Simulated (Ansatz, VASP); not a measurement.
## SiO2 (1T-SiO2, 3 layers, AA) in two plane-wave programs

Aim: how closely do two programs agree when they are given the same cell, functional and k mesh? Of the first pair: The structure shown is the start of the Ansatz relaxation below; VASP solves that cell, so the two are compared at the walk's first step.

Method: plane waves, with VASP 6.6.1 beside it; single point at LDA, in Ansatz 0.2.0.

## (1) The starting structure

The cell holds 9 atoms: 6 O and 3 Si. Cell: a = 2.422 Å, b = 2.422 Å, c = 53.777 Å, α = 90.0°, β = 90.0°, γ = 120.0°. Vacuum lies along c.

## (2) Ansatz: relaxation, LDA

Ansatz runs on its default PAW (the set named soft_2) files.

The two programs are compared at the cell with which this relaxation starts, whose forces are those of its first step.

File input.yaml:

```yaml
crystal:
  lattice:
    - [2.421797, 0.0, 0.0]
    - [-1.2108985, 2.0973377248, 0.0]
    - [0.0, 0.0, 53.7771199995]
  atoms:
    - { symbol: O, position: [0.6666666667, 0.3333333333, 0.3942196979] }
    - { symbol: Si, position: [0.0, 0.0, 0.4115043721] }
    - { symbol: O, position: [0.3333333333, 0.6666666667, 0.4287890463] }
    - { symbol: O, position: [0.6666666667, 0.3333333333, 0.4827153258] }
    - { symbol: Si, position: [0.0, 0.0, 0.5] }
    - { symbol: O, position: [0.3333333333, 0.6666666667, 0.5172846742] }
    - { symbol: O, position: [0.6666666667, 0.3333333333, 0.5712109537] }
    - { symbol: Si, position: [0.0, 0.0, 0.5884956279] }
    - { symbol: O, position: [0.3333333333, 0.6666666667, 0.6057803021] }
  periodic: [true, true, false]
kpoints:
  mp_grid: { grid: [13, 13, 1] }
hamiltonian:
  xc: lda
scf:
  occupations: { method: fermi_dirac, width: 0.05 }
  convergence: { dr2_threshold: 1.0e-09 }
relax:
  f_tol: 0.015
  max_steps: 90
  cell: {}
output:
  write_potential: true
  write_density: true
  volumetric_format: npy
```

Command:

```sh
ansatz run input.yaml --threads 2 --pin off --max-ram 3072MiB --backend cpu --events-out ev --progress --plain --runs-dir out
```

Numbers of over 12 decimals in the logs are rounded to 6 here.

Output:

```text
Warning: relax.cell: scf.convergence.dr2_threshold = 1e-9 eV is looser than the 1.96944618925e-10 eV advised for a relaxation that steers and ends on the stress (1e-10 eV for each atom of the cell: 9, times the square of relax.cell.stress_2d_tol = 0.05 N/m over 21.4 Å (the atoms' height at the walk's start and 5 Å past either face), 2.339e-2 GPa, over a crystal's default 0.05). What an SCF threshold leaves in a stress goes as its square root, and in the free energy as the threshold itself, and one threshold admits the most on a small cell: [figures from the program's tests cut] Set scf.convergence.dr2_threshold to 1.96944618925e-10 eV or tighter. [rest of the remark cut]
Engine: ansatz 0.2.0, aarch64-unknown-linux-gnu
Pseudopotentials: kind: paw
Pseudopotential: O, paw, valence charge 6, recommended cutoff 420 eV (normal), O.paw.azcp
Pseudopotential: Si, paw, valence charge 4, recommended cutoff 420 eV (normal), Si.paw.azcp
Functional definition: SPW92
  exchange = slater_x
  correlation = pw_c
Crystal: 9 atoms, lattice volume = 273.152 Å³
Basis set: ecut = 420 eV, 5165 PW (Γ)
Bands: 33, of which v1, the nominal top of the filled ones, is band 24 counted from 1 (23 counted from 0)
Symmetry: 12 space group operations
Space group: P-3m1 (ITA 164), of the structure as read, at distance tolerance 6.5e-5 Å
k-points: 21 of 169
Non-local potential: O, projectors of the file, l = 0: 2, l = 1: 2, l = 2: 1
Non-local potential: Si, projectors of the file, l = 0: 2, l = 1: 2, l = 2: 2
PAW form: soft (Blöchl's): semilocal exchange-correlation on the pseudo side does not see the compensation charge
PAW frozen core: O, regenerated for the run's functional, and the local potential with it (the file was generated under x = pbe(κ = 0.804, μ = 0.219515), c = pbe(β = 0.066725))
PAW frozen core: Si, regenerated for the run's functional, and the local potential with it (the file was generated under x = pbe(κ = 0.804, μ = 0.219515), c = pbe(β = 0.066725))
PAW one-centre angular grid: O, 110 points (default); XC on 64 Gauss nodes
PAW one-centre angular grid: Si, 110 points (default); XC on 64 Gauss nodes
Initial density: superposition of atomic densities (neutral atoms: chi_scale 0, normalization atom), corrected by the library's trained network
Initial wavefunctions: pseudopotential atomic-orbital guess
Functional: x = slater, c = lda
SCF iter   1: F=—  HF=-5162.723682 eV  |F-HF|=—  |Δ(HF+E_count)|=         —  Δρ=1.14e-2  dr2=2.99e-1  ethr=1.77e-3  ⟨swp⟩=24.0  Hψ=8687  notcnv=0
preconditioner: auto → Resta (q_TF=auto, 2.042 Å⁻¹)  ε∞=1.6  [insulator: Δε(μ)=8.764 eV  Ē_g=19.820 eV  σ=0.050 eV  W_gap=1.00  n_scr=34 (ndim 8)  ℏωp=15.6 eV  f_vac=0.733  D(μ)=0.00/eV (n_scr^D=0)  ε∞_Penn≈1.6  vacuum switching on, ρ_ref=2.8e-2 e/Å³]
SCF iter   2: F=—  HF=-5162.622310 eV  |F-HF|=—  |Δ(HF+E_count)|=   1.01e-1  Δρ=3.16e-3  dr2=1.58e-2  ethr=6.24e-4  ⟨swp⟩=5.4  Hψ=2060  notcnv=0  defer=65
SCF iter   3: F=—  HF=-5162.618668 eV  |F-HF|=—  |Δ(HF+E_count)|=   3.64e-3  Δρ=1.38e-3  dr2=2.90e-3  ethr=3.28e-5  ⟨swp⟩=3.7  Hψ=1793  notcnv=0  defer=67
SCF iter   4: F=—  HF=-5162.618350 eV  |F-HF|=—  |Δ(HF+E_count)|=   3.18e-4  Δρ=5.60e-4  dr2=7.65e-4  ethr=6.05e-6  ⟨swp⟩=4.3  Hψ=1849  notcnv=0  defer=67
SCF iter   5: F=—  HF=-5162.618236 eV  |F-HF|=—  |Δ(HF+E_count)|=   1.15e-4  Δρ=1.41e-4  dr2=2.99e-5  ethr=1.59e-6  ⟨swp⟩=3.9  Hψ=1605  notcnv=0  defer=67
SCF iter   6: F=—  HF=-5162.618237 eV  |F-HF|=—  |Δ(HF+E_count)|=   1.53e-6  Δρ=2.23e-5  dr2=6.81e-7  ethr=6.22e-8  ⟨swp⟩=3.7  Hψ=1672  notcnv=0  defer=67
SCF iter   7: F=—  HF=-5162.618178 eV  |F-HF|=—  |Δ(HF+E_count)|=   5.95e-5  Δρ=5.95e-6  dr2=4.07e-8  ethr=1.42e-9  ⟨swp⟩=3.6  Hψ=1803  notcnv=0  defer=67
SCF iter   8: F=—  HF=-5162.618178 eV  |F-HF|=—  |Δ(HF+E_count)|=   7.43e-9  Δρ=1.98e-6  dr2=4.46e-9  ethr=8.48e-11  ⟨swp⟩=3.3  Hψ=1609  notcnv=0  defer=67
SCF iter   9: F=-5162.618178 eV  HF=-5162.618178 eV  |F-HF|=1.09e-11  |Δ(HF+E_count)|=   1.10e-9  Δρ=6.62e-7  dr2=4.51e-10  ethr=2.08e-12  ⟨swp⟩=14.4  Hψ=6839  notcnv=0
SCF 1 converged in 9 iterations: F = -5162.618178 eV  dr2 = 4.51e-10
  greatest PAW one-centre occupation: 0.872 electrons in one spin orbital (limit 2), on the O atom at site 8 (counted from 0), in its partial waves of l = 0
[...]
iter 1 solved again at ethr=3.09e-7 eV; its pass at ethr=3.10e-3 eV (dr2=1.48e-4 eV) is discarded
SCF iter   1: F=—  HF=-5166.153364 eV  |F-HF|=—  |Δ(HF+E_count)|=         —  Δρ=2.33e-6  dr2=1.02e-8  ethr=3.09e-7  ⟨swp⟩=7.4  Hψ=11337  notcnv=0
eigensolver tolerance schedule: the retry pair's looser diagonalisation over-reported the residual by 14520.30 of it (diagonalisation noise at an unbounded share of the residual, at the tolerance the schedule requests for it); recorded, not acted on — ethr = c·dr2/N_el stays at c = 1.0e-1
preconditioner: auto → Resta (q_TF=auto, 1.979 Å⁻¹)  ε∞=1.6  [insulator: Δε(μ)=6.655 eV  Ē_g=17.831 eV  σ=0.050 eV  W_gap=1.00  n_scr=32 (ndim 8)  ℏωp=14.2 eV  f_vac=0.739  D(μ)=0.00/eV (n_scr^D=0)  ε∞_Penn≈1.6  vacuum switching on, ρ_ref=2.3e-2 e/Å³]
SCF iter   2: F=—  HF=-5166.153405 eV  |F-HF|=—  |Δ(HF+E_count)|=   4.09e-5  Δρ=1.45e-6  dr2=7.53e-9  ethr=2.13e-11  ⟨swp⟩=6.7  Hψ=3141  notcnv=0
SCF iter   3: F=—  HF=-5166.153405 eV  |F-HF|=—  |Δ(HF+E_count)|=   1.74e-9  Δρ=6.86e-7  dr2=1.42e-9  ethr=1.57e-11  ⟨swp⟩=2.8  Hψ=1169  notcnv=0
SCF iter   4: F=-5166.153405 eV  HF=-5166.153405 eV  |F-HF|=4.04e-10  |Δ(HF+E_count)|=  4.77e-10  Δρ=3.02e-7  dr2=2.41e-10  ethr=2.08e-12  ⟨swp⟩=24.9  Hψ=7679  notcnv=0
SCF 12 converged in 4 iterations: F = -5166.153405 eV  dr2 = 2.41e-10
relax step  12: F+E_penalty+E_count = -5166.15340486 eV  Δ(F+E_penalty+E_count) = -1.311e-4 eV  max|allowed force component| = 2.589e-4 eV/Å  Δτ_max = 0.0000 Å  P = -0.004 N/m  Ω = 329.788 Å³  fix = [c, alpha, beta]  reactions: c -0.000 N/m  stress off target by 4.23e-3 N/m on what of the cell is left free  SCF on the basis re-selected at this cell (its energy is not comparable with the rows above)  (4 SCF iters)
basis re-selected at this cell: Δ(F+E_penalty+E_count) = -1.311e-4 eV, ΔP = +0.002 N/m vs the last step (what re-selecting the basis moved, of the pressure what is left beyond the Pulay correction that the steps carried, after the strain that the cell walked since its last selection, with what the two solves' SCF thresholds leave and, on support functions, any second-order correction that the steps lacked; it is no m [...]
WARN: The output density's exchange-correlation potential varies sharply where the density is thin. Do not read a vacuum level from v_tot or v_xc, or from such a field of the output density. On a cell that repeats whose density bears no net charge and no dipole along the vacuum's axis use v_es (v_loc + v_h of the components); under efield.dipole_correction with no amplitude use v_es + v_field, which holds any externa [...]
SCF converged after 4 iterations
Free energy (F): -5166.153405 eV
Harris-Foulkes:  -5166.153405 eV  (|F-HF|=4.04e-10)
Internal energy: -5166.153405 eV  (E = F + TS)
E sigma→0 (E₀):  -5166.153405 eV
Fermi energy:    -5.607366 eV
--- Per-component energies (eV) ---
  E_band       = -781.584987
  E_kinetic    = 1214.266068
  E_local      = -309010.609006  (includes V_loc(G=0)·N_el)
  E_nonlocal   = 370.161340
  E_hartree    = 153797.378994
  E_xc         = -610.008946
  E_vxc        = -715.278284  (∫ρ·V_xc dr)
  E_paw        = -2345.613041  (= ΣΔE_a)
  E_vpaw       = -234.897081  (= ΣTr[D̂ρ^β])
  E_aug_tail   = 0.015641  (compensation charges beyond the density's cutoff)
  E_ewald      = 151417.421024
  E_core_change = 0.834521  (= ΣΔE_core)
  E_smearing   = -0.000000  (= −TS)
  E_closure    = 0.000000  (closes the sum)
  Σ components = -5166.153405   (vs F -5166.153405, Δ=0.00e0)
--- Forces (eV/Å), atoms counted from 1 ---
  atom   1  O      0.00000000    -0.00000000     0.00025894
  atom   2  Si    -0.00000000     0.00000000     0.00004661
  atom   3  O      0.00000000     0.00000000    -0.00018576
  atom   4  O      0.00000000    -0.00000000     0.00013346
  atom   5  Si     0.00000000     0.00000000     0.00000000
  atom   6  O      0.00000000     0.00000000    -0.00013346
  atom   7  O     -0.00000000    -0.00000000     0.00018576
  atom   8  Si     0.00000000    -0.00000000    -0.00004661
  atom   9  O      0.00000000     0.00000000    -0.00025894
  max |Σ_I F_I| component: 1.20e-16 eV/Å
--- 2D stress c σ (N/m, compression-positive) ---
       -0.004232       0.000000       0.000000
        0.000000      -0.004232       0.000000
        0.000000       0.000000      -0.000000
  P = ½ c Tr σ = -0.0042 N/m
--- Band table (eV; the first three rows and the last of 21) ---
  k-point 0: bands = [... 20 lower, -10.1657, -10.1657, -9.9030, -9.4166, -2.3591, -2.0795, -1.6622 (-1.6622°), -0.5621 (-0.5621°), ... 5 higher]
  k-point 1: bands = [... 20 lower, -10.1497, -10.0463, -9.6416, -9.2336, -1.9712, -1.7172 (-1.7172°), -1.3190 (-1.3190°), -0.2808 (-0.2808°), ... 5 higher]
  k-point 2: bands = [... 20 lower, -10.1637, -9.7152, -9.3716, -9.0436, -1.0885 (-1.0885°), -0.9002 (-0.9002°), -0.5768 (-0.5768°), 0.2519 (0.2517°), ... 5 higher]
  k-point 20: bands = [... 20 lower, -9.9258, -9.8808, -9.7642, -9.6636, 1.6577, 1.7311, 1.7862, 3.7133, ... 5 higher]
  ° read free of the cell's end (the report's vacuum.weakly_bound_levels)
  °? not known for the slab's own: over its row's bound_up_to_ev there, or no deeper under its free states than its continued_xc_part_ev in size
--- Relaxed structure (9 steps of the walk, 9 accepted, 3 SCFs on fresh bases) ---
  F+E_penalty+E_count = -5166.15340486 eV   max|allowed force component| = 2.589e-4 eV/Å   (the final SCF, on the basis selected at the relaxed cell)
  cell:  # Å, volume = 329.7882 Å³
    - [2.661053, 0, 0]
    - [-1.330526, 2.304539, 0]
    - [0, 0, 53.7771199995]
  atoms:
    - { symbol: O, position: [0.666667, 0.333333, 0.398200] }
    - { symbol: Si, position: [5.651043521650751e-18, 0, 0.414943] }
    - { symbol: O, position: [0.333333, 0.666667, 0.431686] }
    - { symbol: O, position: [0.666667, 0.333333, 0.483258] }
    - { symbol: Si, position: [0, 0, 0.500000] }
    - { symbol: O, position: [0.333333, 0.666667, 0.516742] }
    - { symbol: O, position: [0.666667, 0.333333, 0.568314] }
    - { symbol: Si, position: [-5.651043521650755e-18, 0, 0.585057] }
    - { symbol: O, position: [0.333333, 0.666667, 0.601800] }
```

Reading the cycles: dr2 is the Hartree energy of the density residual (eV), the measure of convergence; HF is the Harris–Foulkes estimate of the energy, which meets the free energy F at convergence.

[end of part 1 of 2]

[Lines on the potential files, build, host, timing and source positions are cut from VASP's logs without a mark.]

[Logs are printed without paths, hosts, clocks, repeated set-up lines and the standing remarks that a program may print on its own settings, such as how far it seeks lower states.]

[Hosts, paths, dates, database ids (printed as entryN), source tags and the programs' standing remarks are cut or masked in the printed files.]
